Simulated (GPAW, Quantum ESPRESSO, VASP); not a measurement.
**CaO (Fm-3m, 2 atoms in the cell) computed with different codes at matched settings**

Self-consistent single point, at a second geometry (lattice scaled by 0.98). First geometry:

```
CELL_PARAMETERS angstrom
      0.00000     2.40500     2.40500
      2.40500     0.00000     2.40500
      2.40500     2.40500     0.00000
ATOMIC_POSITIONS crystal
  Ca 0.00000 0.00000 0.00000
  O  0.50000 0.50000 0.50000
```

Shared settings, as Quantum ESPRESSO writes them: occupations = smearing; smearing = fermi-dirac; degauss = 0.0036749 Ry; K_POINTS = automatic 12 12 12 0 0 0. Potentials and cutoffs stand in the table.

```tsv
code	model	ΔF from the first geometry (meV/atom)	gap on the mesh (eV)	cutoff
VASP	PBE, VASP's PBE PAW potentials (set 64)	–	3.630	400 eV
GPAW	PBE, GPAW PAW datasets PBE (gpaw-data 1.0.1)	29.4	3.672	950 eV
Quantum ESPRESSO	PBE, GBRV 1.5 ultrasoft (PBE) pseudopotentials	26.3	3.640	40 Ry
```

A dash marks a value that a program does not give, or that is left out as unsure.

Gaps are read on the mesh.

The spread over the programs that give each value: ΔF from the first geometry within 3.1 meV/atom; gap on the mesh within 0.042 eV.

The starting cell has typed, rounded lattice constants, without a prior relaxation at this level. For this run, on top of that: lattice scaled by 0.98.

Left out of this page: Ansatz, ABINIT, CP2K, Elk, FLEUR and SIESTA (not drawn, or without a comparable value).
